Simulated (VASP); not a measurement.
Consider the following.

```
Mg2Sn
1.0
    0.00000     3.33411     3.33411
    3.33411     0.00000     3.33411
    3.33411     3.33411     0.00000
Mg Sn
2 1
Direct
  0.25000   0.25000   0.25000
  0.75000   0.75000   0.75000
  0.00000   0.00000   0.00000
```

Calculation: PBE GGA, VASP's PBE PAW potentials (set 64) (plane waves; VASP 6.6.1). Run with 520 eV cut-off, 9×9×9 Γ-centred mesh, first-order Methfessel-Paxton smearing of 0.10 eV, potentials Mg Sn_d.

Unless said otherwise, spin-orbit coupling is left out, though it shifts the bands of the heavy elements here.

### Question
Predict the energy per atom (σ→0), pressure, band gap (on the k-mesh) with the smallest direct gap where there is one.

### Answer

```json
{
  "band gap (on the k-mesh)": "none (metal, semimetal or under 0.01 eV)",
  "energy per atom (σ→0)": "-2.463 eV/atom",
  "pressure": "2.97 GPa"
}
```

Only differences to runs with the same potentials and settings are physical.

The compound is Mg2Sn in the antifluorite structure. This cell is one point of a volume scan, at 0.94 of the reference volume.
